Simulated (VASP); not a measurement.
```xyz
2
Lattice="3.0093 0.0000 0.0000 0.0000 3.0093 0.0000 0.0000 0.0000 3.0093" Properties=species:S:1:pos:R:3 pbc="T T T"
W      0.0000     0.0000     0.0000
S      1.5047     1.5047     1.5047
```

These are PBE GGA, VASP's PBE PAW potentials (set 64) (plane waves; VASP 6.6.1) values and carry that method's errors. Run with 400 eV cut-off, Gaussian smearing of 0.050 eV, potentials W_sv S.

Unless said otherwise, spin-orbit coupling is left out, though it shifts the bands of the heavy elements here.

Q: Predict the band gap (along the path) with the smallest direct gap where there is one.

A: 
- band gap (along the path): none (metal, semimetal or under 0.01 eV)

The absolute energy has meaning only against runs of the same code, potentials and settings.

The structure was generated: WS was put into the CsCl type type (Pm-3m), which need not be its known phase. It was relaxed first, which changed the volume by -35 %.
